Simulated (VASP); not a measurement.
Energy against volume of HfO₂ (fluorite). Method: SCAN meta-GGA, VASP's PBE PAW potentials (set 64) (plane waves; VASP). Run with 520 eV cut-off, 9×9×9 Γ-centred mesh, Gaussian smearing of 0.050 eV, potentials Hf_pv O.

```csv
V (Å³/atom),E (eV/atom)
10.215,-28.83824
10.531,-28.84766
10.847,-28.84033
11.163,-28.81862
```

Problem. Fit these four points and predict the energy of the run at 9.899 Å³/atom.

Solution. A cubic in V^(−2/3), the third-order Birch-Murnaghan form, passes through the four points with V0 = 10.54 Å³/atom and B0 = 281 GPa, and gives -28.8093 eV/atom there. The run gave -28.8092 eV/atom, +0.1 meV/atom from the fit; all five points give B0 = 282 GPa.

The compound is HfO2 in the fluorite structure, the high-temperature cubic form, which is unstable at 0 K; the monoclinic form is the stable one. It was relaxed first.
